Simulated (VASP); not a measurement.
# A VASP study of B2Ru (r2SCAN): structure first, properties next, part 2 of 5

Aim: relax B2Ru with r2SCAN, compute its properties on that cell and hold them against experiment. The start is a cell from a database of measured crystal structures.

VASP 6.6.1; r2SCAN; plane waves and PAW (B, Ru_pv).

Still holding for the runs below: The k-mesh is coarse for a metal.

So far. Step 2 (Full relaxation (r2SCAN)): It ends with a largest force of 0.009 eV/Å and a pressure of -0.01 GPa. The volume lies +0.0 % from that of the database's start. The relaxed cell has a, b, c = 2.875, 4.641, 4.036 Å (conventional setting).

## Step 3: Single point with fields (r2SCAN)

The relaxed cell gets a fresh self-consistent run, on a basis set for its own volume, to fix the density and to check the remaining stress.

Input file INCAR:

```
SYSTEM = B2Ru
PREC = Accurate
ENCUT = 420
EDIFF = 1E-06
NELM = 100
ISMEAR = 0
SIGMA = 0.05
LREAL = .FALSE.
ALGO = Normal
METAGGA = R2SCAN
LASPH = .TRUE.
NBANDS = 26
LORBIT = 11
LWAVE = .FALSE.
LCHARG = .TRUE.
ISIF = 2
LELF = .TRUE.
LVHAR = .TRUE.
```

Input file POSCAR:

```
B2Ru
1.0
    2.8748617088      0.0000000000      0.0000000000
    0.0000000000      4.6414754520      0.0000000000
    0.0000000000      0.0000000000      4.0355894468
B Ru
4 2
Direct
    0.0000000000      0.8032985580      0.3627339117
    0.0000000000      0.1967014420      0.3627339117
    0.5000000000      0.3032985580      0.6372660883
    0.5000000000      0.6967014420      0.6372660883
    0.0000000000      0.0000000000      0.8472097113
    0.5000000000      0.5000000000      0.1527902887
```

Input file KPOINTS:

```
Automatic mesh
0
Gamma
8 5 6
0 0 0
```

The projector-augmented-wave data sets are B and Ru_pv (PBE family, release 64).

Started as:

```sh
$ mpirun -np 4 vasp_std
```

The log of the run:

```text
[banner, memory and clock lines left out]
running    4 mpi-ranks, on    1 nodes
 distrk:  each k-point on    4 cores,    1 groups
 distr:  one band on    1 cores,    4 groups

 POSCAR found type information on POSCAR B Ru
 POSCAR found :  2 types and       6 ions
 [... a notice as in an earlier step ...]

 LDA part: xc-table for (None), standard interpolation
|                                                                             |
|           W    W    AA    RRRRR   N    N  II  N    N   GGGG   !!!           |
|           W    W   A  A   R    R  NN   N  II  NN   N  G    G  !!!           |
|           W    W  A    A  R    R  N N  N  II  N N  N  G       !!!           |
|           W WW W  AAAAAA  RRRRR   N  N N  II  N  N N  G  GGG   !            |
|           WW  WW  A    A  R   R   N   NN  II  N   NN  G    G                |
|           W    W  A    A  R    R  N    N  II  N    N   GGGG   !!!           |
|                                                                             |
|     The number of bands has been changed from the values supplied in        |
|     The orbitals not found in the WAVECAR file will be initialized with     |
|     random numbers, which is usually adequate. For correlated               |
|     calculations, however, you should redo the groundstate calculation.     |
|     I found NBANDS = 26. Now, NBANDS = 28.                                  |
|                                                                             |

 POSCAR, INCAR and KPOINTS ok, starting setup
 FFT: planning ... GRIDC
 FFT: planning ... GRID_SOFT
 FFT: planning ... GRID
 WAVECAR not read
 entering main loop
       N       E                     dE             d eps       ncg     rms          rms(c)
DAV:   1     0.263712850191E+03    0.26371E+03   -0.20244E+04  3376   0.128E+03
DAV:   2    -0.856643610677E+02   -0.34938E+03   -0.33961E+03  3576   0.395E+02
DAV:   3    -0.980999852420E+02   -0.12436E+02   -0.12283E+02  4124   0.734E+01
DAV:   4    -0.982563797008E+02   -0.15639E+00   -0.15619E+00  4120   0.762E+00
DAV:   5    -0.982599681243E+02   -0.35884E-02   -0.35880E-02  4288   0.106E+00    0.406E+01
DAV:   6    -0.836251085621E+02    0.14635E+02   -0.45851E+01  3648   0.570E+01    0.920E+00
DAV:   7    -0.820456201506E+02    0.15795E+01   -0.97353E+00  3604   0.249E+01    0.522E+00
DAV:   8    -0.820882674707E+02   -0.42647E-01   -0.24760E-01  3792   0.321E+00    0.240E+00
DAV:   9    -0.820874386265E+02    0.82884E-03   -0.44923E-02  4084   0.154E+00    0.273E-01
DAV:  10    -0.820865957171E+02    0.84291E-03   -0.67569E-03  3956   0.615E-01    0.112E-01
DAV:  11    -0.820865761865E+02    0.19531E-04   -0.65552E-04  4016   0.216E-01    0.357E-02
DAV:  12    -0.820865789920E+02   -0.28055E-05   -0.39532E-05  4632   0.419E-02    0.105E-02
DAV:  13    -0.820865800484E+02   -0.10564E-05   -0.40550E-06  3756   0.129E-02    0.268E-03
DAV:  14    -0.820865802324E+02   -0.18398E-06   -0.36181E-07  2368   0.494E-03
   1 F= -.82086580E+02 E0= -.82085970E+02  d E =-.121974E-02
```

The job ended after 40 s (4 MPI ranks of Intel Xeon 6975P-C (Granite Rapids), shared host; peak memory 0.51 GiB).

Parts of OUTCAR (step 3):

```text
  LATTYP: Found a simple orthorhombic cell.
 ALAT       =     2.8748617088
 B/A-ratio  =     1.4037508081
 C/A-ratio  =     1.6145039039

 Found     60 irreducible k-points:

   k-points           NKPTS =     60   k-points in BZ     NKDIM =     60   number of bands    NBANDS=     28

   ENCUT  =  420.0 eV  30.87 Ry    5.56 a.u.   4.80  7.76  6.74*2*pi/ulx,y,z

   NELECT =      40.0000    total number of electrons

 E-fermi :  10.6437

 k-point     1 :       0.0000    0.0000    0.0000
  band No.  band energies     occupation
    ...
     17       7.4503      2.00000
     18       8.2842      2.00000
     19       8.6234      2.00000
     20       9.3087      2.00000
     21      10.5959      1.82304
     22      12.4966      0.00000
     23      14.9308      0.00000
     24      14.9741      0.00000
     25      15.0389      0.00000
     26      15.8295      0.00000
    ...

 k-point     2 :       0.1250    0.0000    0.0000
  band No.  band energies     occupation
    ...
     16       6.5535      2.00000
     17       7.1313      2.00000
     18       8.1685      2.00000
     19       8.6550      2.00000
     20       9.7762      2.00000
     21      10.7820      0.00009
     22      12.4293      0.00000
     23      14.3899      0.00000
     24      14.8471      0.00000
     25      15.3288      0.00000
    ...

  Total       -0.0281816     -0.0154842      0.0298693      0.0000000      0.0000000      0.0000000
  in kB       -0.8384876     -0.4607005      0.8887019      0.0000000      0.0000000      0.0000000
  external PRESSURE =      -0.1368287 kB  Pullay stress =       0.0000000 kB

 POSITION                                       TOTAL-FORCE (eV/Angst)
 -----------------------------------------------------------------------------------
      0.00000      3.72849      1.46385         0.000000     -0.003086      0.004556
      0.00000      0.91298      1.46385         0.000000      0.003086      0.004556
      1.43743      1.40775      2.57174        -0.000000     -0.003086     -0.004556
      1.43743      3.23372      2.57174        -0.000000      0.003086     -0.004556
      0.00000      0.00000      3.41899         0.000000      0.000000      0.009885
      1.43743      2.32074      0.61660         0.000000      0.000000     -0.009885
 -----------------------------------------------------------------------------------
    total drift:                               -0.000000      0.000000      0.000000

  FREE ENERGIE OF THE ION-ELECTRON SYSTEM (eV)
  ---------------------------------------------------
  free  energy   TOTEN  =       -82.0865802324 eV

  energy  without entropy=      -82.0853604935  energy(sigma->0) =      -82.08597036

[... 6 parts as in an earlier step ...]

[... 6 further parts left out ...]
```

Numbers from this step:

* SCF cycles: 14
* bands: 28
* pressure: -0.01368 GPa

Valence electrons inside each PAW sphere by angular momentum. Sphere charges, by row:

```
atom  s (e)  p (e)  d (e)  tot (e)
  B1    0.7  1.191      0    1.891
  B2    0.7  1.191      0    1.891
  B3    0.7  1.191      0    1.891
  B4    0.7  1.191      0    1.891
 Ru5   0.38  6.408  6.127    12.91
 Ru6   0.38  6.408  6.127    12.91
```

ELF in the bc plane at fractional x = 0.000, with atoms of B and Ru within 0.2 Å of it. It is the smooth field of the valence electrons, not physical close to the nuclei.

Ten even steps from '0' (0.02) to '9' (0.83), each cell a mean:
```
24422211122343
03532110112451
13422100022342
43333100023334
33565200135643
67765310146676
97324421343148
96004632462028
98447643576469
77777643467777
33465433346543
43223323233234
```
Columns run along b (4.6 Å), rows up along c (4.0 Å). Atoms in or near the plane, at fractional coordinates: B at (0.80, 0.36), B at (0.20, 0.36), Ru at (0.00, 0.85).

Valence density in the bc plane at fractional x = 0.000, with atoms of B and Ru within 0.2 Å of it. It is the smooth field of the valence electrons, not physical close to the nuclei.

Ten steps, logarithmic in the rise over the least value, from '0' (0.1 e/Å³) to '9' (7.9 e/Å³), each cell a mean:
```
98632111112579
99742100012589
98642100012579
77532100013457
54433100123444
44443210134444
44444321234444
44334322344344
44444333344444
44443333334444
44333222223344
76432222222357
```
Columns run along b (4.6 Å), rows up along c (4.0 Å). Atoms in or near the plane, at fractional coordinates: B at (0.80, 0.36), B at (0.20, 0.36), Ru at (0.00, 0.85).

Electrostatic potential energy in the bc plane at fractional x = 0.000, with atoms of B and Ru within 0.2 Å of it. With pseudopotentials it is smooth inside the atoms' cores, unlike the true potential.

Values in eV, 12 rows by 14 columns, each cell a mean:
```
-61 -54 -33  -7   1   2   2   2   2   2  -1 -17 -42 -59
-61 -59 -38 -10   0   2   3   3   2   2  -1 -22 -48 -61
-61 -54 -33  -7   1   2   3   3   2   2  -1 -17 -43 -59
-47 -37 -18  -3   0   2   2   2   2   1  -1  -7 -27 -43
-16 -12  -6  -4  -2   0   2   2   1   0  -3  -5  -8 -14
 -5 -11 -20 -21 -10  -2   1   2   0  -4 -15 -22 -17  -7
 -7 -24 -22 -21 -25  -6   0   1  -2 -13 -28 -18 -26 -16
 -9 -27  -6  -4 -28  -9  -1   0  -2 -17 -22   2 -19 -21
 -5 -20 -28 -27 -21  -5  -1  -1  -2 -10 -28 -26 -27 -12
 -3  -6 -13 -13  -6  -2  -1  -1  -1  -3  -9 -14 -10  -4
-14 -10  -5  -2   0   0  -1  -1   0   0  -1  -3  -7 -12
-42 -33 -16  -2   1   1   1   0   1   1   0  -6 -23 -38
```
Columns run along b (4.6 Å; values clipped at the 3rd and 97th percentile), rows up along c (4.0 Å). Atoms in or near the plane, at fractional coordinates: B at (0.80, 0.36), B at (0.20, 0.36), Ru at (0.00, 0.85).

In this run the pressure is -0.01 GPa, small enough to go on.

## Step 4: Bands along the symmetry lines (r2SCAN)

Levels along the symmetry lines show where the bands peak and cross; KPOINTS_OPT computes them in the converged potential.

Input file INCAR:

```
SYSTEM = B2Ru
PREC = Accurate
ENCUT = 420
EDIFF = 1E-06
NELM = 100
ISMEAR = 0
SIGMA = 0.05
LREAL = .FALSE.
ALGO = Normal
METAGGA = R2SCAN
LASPH = .TRUE.
NBANDS = 36
LORBIT = 11
LWAVE = .FALSE.
LCHARG = .FALSE.
KPAR = 4
```

POSCAR is that of step 3.

KPOINTS is that of step 3.

Input file KPOINTS_OPT:

```
Line mode
16
Line-mode
Reciprocal
  0.00000000   0.00000000   0.00000000 GAMMA
 -0.50000000   0.00000000   0.00000000 X

 -0.50000000   0.00000000   0.00000000 X
 -0.50000000   0.00000000  -0.50000000 S

 -0.50000000   0.00000000  -0.50000000 S
  0.00000000   0.00000000  -0.50000000 Y

  0.00000000   0.00000000  -0.50000000 Y
  0.00000000   0.00000000   0.00000000 GAMMA

  0.00000000   0.00000000   0.00000000 GAMMA
  0.00000000  -0.50000000   0.00000000 Z

  0.00000000  -0.50000000   0.00000000 Z
 -0.50000000  -0.50000000   0.00000000 U

 -0.50000000  -0.50000000   0.00000000 U
 -0.50000000  -0.50000000  -0.50000000 R

 -0.50000000  -0.50000000  -0.50000000 R
  0.00000000  -0.50000000  -0.50000000 T

  0.00000000  -0.50000000  -0.50000000 T
  0.00000000  -0.50000000   0.00000000 Z

  0.00000000   0.00000000  -0.50000000 Y
  0.00000000  -0.50000000  -0.50000000 T

 -0.50000000  -0.50000000   0.00000000 U
 -0.50000000   0.00000000   0.00000000 X

 -0.50000000   0.00000000  -0.50000000 S
 -0.50000000  -0.50000000  -0.50000000 R
```

Started as:

```sh
$ mpirun -np 4 vasp_std
```

The log of the run:

```text
[banner, memory and clock lines left out]
running    4 mpi-ranks, on    1 nodes
 distrk:  each k-point on    1 cores,    4 groups
 distr:  one band on    1 cores,    1 groups

 POSCAR found type information on POSCAR B Ru
 POSCAR found :  2 types and       6 ions
 [... a notice as in an earlier step ...]

 LDA part: xc-table for (None), standard interpolation
 POSCAR, INCAR and KPOINTS ok, starting setup
 FFT: planning ... GRIDC
 FFT: planning ... GRID_SOFT
 FFT: planning ... GRID
 WAVECAR not read
 entering main loop
       N       E                     dE             d eps       ncg     rms          rms(c)
DAV:   1     0.270436328164E+03    0.27044E+03   -0.19083E+04  4336   0.998E+02
DAV:   2    -0.871182770131E+02   -0.35755E+03   -0.34284E+03  4700   0.332E+02
DAV:   3    -0.981586688240E+02   -0.11040E+02   -0.10905E+02  5200   0.609E+01
DAV:   4    -0.982586299674E+02   -0.99961E-01   -0.99575E-01  5476   0.527E+00
DAV:   5    -0.982600861875E+02   -0.14562E-02   -0.14429E-02  5200   0.633E-01    0.406E+01
DAV:   6    -0.836270147244E+02    0.14633E+02   -0.28829E+01  5020   0.443E+01    0.906E+00
DAV:   7    -0.820494735527E+02    0.15775E+01   -0.72890E+00  4800   0.190E+01    0.512E+00
DAV:   8    -0.820857469857E+02   -0.36273E-01   -0.19025E-01  4816   0.231E+00    0.229E+00
DAV:   9    -0.820870460754E+02   -0.12991E-02   -0.28049E-02  4824   0.103E+00    0.213E-01
DAV:  10    -0.820865748242E+02    0.47125E-03   -0.21850E-03  4864   0.323E-01    0.940E-02
DAV:  11    -0.820865815682E+02   -0.67439E-05   -0.39488E-04  4872   0.151E-01    0.366E-02
DAV:  12    -0.820865797372E+02    0.18310E-05   -0.17059E-05  5040   0.292E-02    0.661E-03
DAV:  13    -0.820865802909E+02   -0.55371E-06   -0.20590E-06  4196   0.973E-03
   1 F= -.82086580E+02 E0= -.82085971E+02  d E =-.121917E-02
 Start KPOINTS_OPT (optional k-point list driver)
k-point batch [1-60\192]
       N       E                     dE             ncg
DAV:   1     0.555875752129E+04   -0.53502E+05     4344
DAV:   2    -0.159403285318E+05   -0.21499E+05     4696
DAV:   3    -0.165507269244E+05   -0.61040E+03     5596
DAV:   4    -0.165550583446E+05   -0.43314E+01     5260
DAV:   5    -0.165550855877E+05   -0.27243E-01     4728
DAV:   6    -0.165550857757E+05   -0.18802E-03     4912
DAV:   7    -0.165550857777E+05   -0.19970E-05     3868
DAV:   8    -0.165550857779E+05   -0.19992E-06     3564
[...]
k-point batch [181-192\192]
       N       E                     dE             ncg
DAV:   1     0.530642011478E+05   -0.18055E+05      872
DAV:   2     0.487669851076E+05   -0.42972E+04      920
DAV:   3     0.486471840821E+05   -0.11980E+03     1148
DAV:   4     0.486463449687E+05   -0.83911E+00     1008
DAV:   5     0.486463410495E+05   -0.39191E-02      952
DAV:   6     0.486463410194E+05   -0.30111E-04     1004
DAV:   7     0.486463410191E+05   -0.32042E-06      696
```

It took 1.9 min on 4 MPI ranks; peak memory 0.93 GiB.

OUTCAR, selected parts (step 4):

```text
 Found     60 irreducible k-points:

   k-points           NKPTS =     60   k-points in BZ     NKDIM =     60   number of bands    NBANDS=     36

   NELECT =      40.0000    total number of electrons

 E-fermi :  10.6436

 k-point     1 :       0.0000    0.0000    0.0000
  band No.  band energies     occupation
    ...
     17       7.4503      2.00000
     18       8.2842      2.00000
     19       8.6233      2.00000
     20       9.3087      2.00000
     21      10.5959      1.82264
     22      12.4966      0.00000
     23      14.9308      0.00000
     24      14.9741      0.00000
     25      15.0390      0.00000
     26      15.8295      0.00000
    ...

 k-point     2 :       0.1250    0.0000    0.0000
  band No.  band energies     occupation
    ...
     16       6.5536      2.00000
     17       7.1312      2.00000
     18       8.1685      2.00000
     19       8.6550      2.00000
     20       9.7761      2.00000
     21      10.7820      0.00009
     22      12.4293      0.00000
     23      14.3899      0.00000
     24      14.8471      0.00000
     25      15.3288      0.00000
    ...

  Total       -0.0257106     -0.0130067      0.0341419      0.0000000      0.0000000      0.0000000
  in kB       -0.7649680     -0.3869869      1.0158240      0.0000000      0.0000000      0.0000000
  external PRESSURE =      -0.0453769 kB  Pullay stress =       0.0000000 kB

 POSITION                                       TOTAL-FORCE (eV/Angst)
 -----------------------------------------------------------------------------------
      0.00000      3.72849      1.46385         0.000000     -0.003132      0.004547
      0.00000      0.91298      1.46385         0.000000      0.003132      0.004547
      1.43743      1.40775      2.57174        -0.000000     -0.003132     -0.004547
      1.43743      3.23372      2.57174         0.000000      0.003132     -0.004547
      0.00000      0.00000      3.41899         0.000000      0.000000      0.008972
      1.43743      2.32074      0.61660         0.000000      0.000000     -0.008972
 -----------------------------------------------------------------------------------
    total drift:                                0.000000      0.000000      0.000000

  FREE ENERGIE OF THE ION-ELECTRON SYSTEM (eV)
  ---------------------------------------------------
  free  energy   TOTEN  =       -82.0865802909 eV

  energy  without entropy=      -82.0853611254  energy(sigma->0) =      -82.08597071

[... 9 parts as in an earlier step ...]

[... 5 further parts left out ...]
```

Spin-orbit coupling is off here; it would split degenerate levels.

This step gave:

| Property | Result |
| --- | --- |
| SCF cycles | 13 |
| bands | 36 |
| pressure | -0.004538 GPa |

Electronic bands along the path, in eV, zero at the Fermi level; # counts the bands kept, so #1 is VASP's band 9:

```
          point     #9    #10    #11    #12    #13    #14   #15   #16
              Γ  -3.19  -2.36  -2.02  -1.33  -0.05   1.85  4.29  4.33
0.53 of the way  -3.61  -2.94  -1.43   0.18   0.64   1.50  2.84  3.67
              X  -2.46  -2.46   0.47   0.47   1.73   1.73  1.77  1.77
0.47 of the way  -3.33  -3.33   0.48   0.48   0.89   0.89  1.15  1.15
              S  -3.20  -3.20  -0.26  -0.26  -0.21  -0.21  1.02  1.02
0.47 of the way  -3.49  -3.36  -1.47  -1.44  -0.57   0.82  1.18  3.79
              Y  -2.85  -2.74  -2.12  -2.02  -0.65   0.88  2.92  4.27
0.47 of the way  -3.83  -2.19  -2.02  -1.91   0.65   1.36  2.77  4.32
              Γ  -3.19  -2.36  -2.02  -1.33  -0.05   1.85  4.29  4.33
0.53 of the way  -3.24  -2.64  -2.27  -2.18   1.28   1.61  3.63  3.65
              Z  -3.09  -3.09  -2.49  -2.49   2.38   2.38  2.64  2.64
0.53 of the way  -3.49  -3.49  -1.78  -1.78   1.46   1.46  3.65  3.65
              U  -3.91  -3.91  -0.42  -0.42   1.49   1.49  3.53  3.53
0.53 of the way  -3.64  -3.64  -1.33  -1.33   0.83   0.83  2.40  2.40
              R  -3.40  -3.40  -2.73  -2.73   0.85   0.85  1.10  1.10
0.47 of the way  -3.58  -3.58  -2.32  -2.32   0.47   0.47  2.03  2.03
              T  -2.87  -2.87  -1.57  -1.57   0.37   0.37  2.79  2.79
0.53 of the way  -3.68  -3.68  -2.00  -2.00   1.59   1.59  2.73  2.73
              Z  -3.09  -3.09  -2.49  -2.49   2.38   2.38  2.64  2.64
      jump to Y  -2.85  -2.74  -2.12  -2.02  -0.65   0.88  2.92  4.27
0.47 of the way  -2.92  -2.66  -2.34  -1.47  -0.18   0.95  2.82  3.59
              T  -2.87  -2.87  -1.57  -1.57   0.37   0.37  2.79  2.79
      jump to U  -3.91  -3.91  -0.42  -0.42   1.49   1.49  3.53  3.53
0.53 of the way  -2.91  -2.91  -0.10  -0.10   1.40   1.40  3.03  3.03
              X  -2.46  -2.46   0.47   0.47   1.73   1.73  1.77  1.77
      jump to S  -3.20  -3.20  -0.26  -0.26  -0.21  -0.21  1.02  1.02
```

Of the projections kept (B, Ru), the largest for each band there; the rest of the weight can lie on other orbitals:

```
point       #9      #10      #11      #12      #13      #14      #15      #16
    Γ  Ru 0.72  Ru 0.81  Ru 0.97  Ru 0.96  Ru 0.61  Ru 0.81  Ru 0.58  Ru 0.52
    X   B 0.63   B 0.63  Ru 0.96  Ru 0.96  Ru 0.81  Ru 0.81  Ru 0.80  Ru 0.80
    S  Ru 0.83  Ru 0.83  Ru 0.77  Ru 0.77  Ru 0.75  Ru 0.75  Ru 0.92  Ru 0.92
    Y  Ru 0.63  Ru 0.73  Ru 1.00  Ru 0.93   B 0.52  Ru 0.63  Ru 0.61   B 0.57
    Γ  Ru 0.72  Ru 0.81  Ru 0.97  Ru 0.96  Ru 0.61  Ru 0.81  Ru 0.58  Ru 0.52
    Z   B 0.53   B 0.53  Ru 0.96  Ru 0.96  Ru 0.64  Ru 0.64  Ru 0.58  Ru 0.58
```

There is no gap at this level.

[end of part 2 of 5]

[Lines on the potential files, build, host, timing and source positions are cut from VASP's logs without a mark.]

[Logs are printed without paths, hosts, clocks, repeated set-up lines and the standing remarks that a program may print on its own settings, such as how far it seeks lower states.]

[Hosts, paths, dates, database ids (printed as entryN), source tags and the programs' standing remarks are cut or masked in the printed files.]

[A measured line is paired with the nearest computed mode of its activity, which favours agreement.]
